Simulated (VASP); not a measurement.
## GdPd (space group Cmcm): computed properties

These are PBEsol GGA, VASP's PBE PAW potentials (set 64) (plane waves; VASP) values and carry that method's errors.

```yaml
space_group: Cmcm (63)
cell: a = 3.732 Å, b = 10.450 Å, c = 4.485 Å, α = 90.00°, β = 90.00°, γ = 90.00°
volume_per_atom: 21.86 Å³/atom
band gap (over mesh and band path): none (metal, semimetal or under 0.01 eV)
band_gap_with_spin_orbit_coupling: none (metallic)
density: 10.01 g/cm³
```

```cif
data_Gd4Pd4
_chemical_formula_sum 'Gd4 Pd4'
_space_group_name_H-M_alt 'Cmcm'
_space_group_IT_number 63
_space_group_name_Hall '-C 2c 2'
_cell_length_a 3.73171
_cell_length_b 10.44999
_cell_length_c 4.48515
_cell_angle_alpha 90.000
_cell_angle_beta 90.000
_cell_angle_gamma 90.000
loop_
_space_group_symop_operation_xyz
  'x, y, z'
  '-x, -y, -z'
  '-x, -y, z+1/2'
  'x, y, -z+1/2'
  'x, -y, -z'
  '-x, y, z'
  '-x, y, -z+1/2'
  'x, -y, z+1/2'
  'x+1/2, y+1/2, z'
  '-x+1/2, -y+1/2, -z'
  '-x+1/2, -y+1/2, z+1/2'
  'x+1/2, y+1/2, -z+1/2'
  'x+1/2, -y+1/2, -z'
  '-x+1/2, y+1/2, z'
  '-x+1/2, y+1/2, -z+1/2'
  'x+1/2, -y+1/2, z+1/2'
loop_
_atom_site_label
_atom_site_type_symbol
_atom_site_symmetry_multiplicity
_atom_site_Wyckoff_symbol
_atom_site_fract_x
_atom_site_fract_y
_atom_site_fract_z
_atom_site_occupancy
Gd1 Gd 4 c 0.00000 0.13760 0.25000 1
Pd1 Pd 4 c 0.00000 0.41450 0.25000 1
```
(The calculation used a cell of 4 atoms; values per cell refer to that cell.)

The 4f electrons are frozen in the core of the lanthanide potential, so 4f levels, which can set the real gap, and their magnetism are missing.

The structure comes from a measured GdPd entry (Cmcm) of the Crystallography Open Database, whose conditions weren't checked. It was relaxed first. Symmetry was kept, so distortions that lower it aren't found.
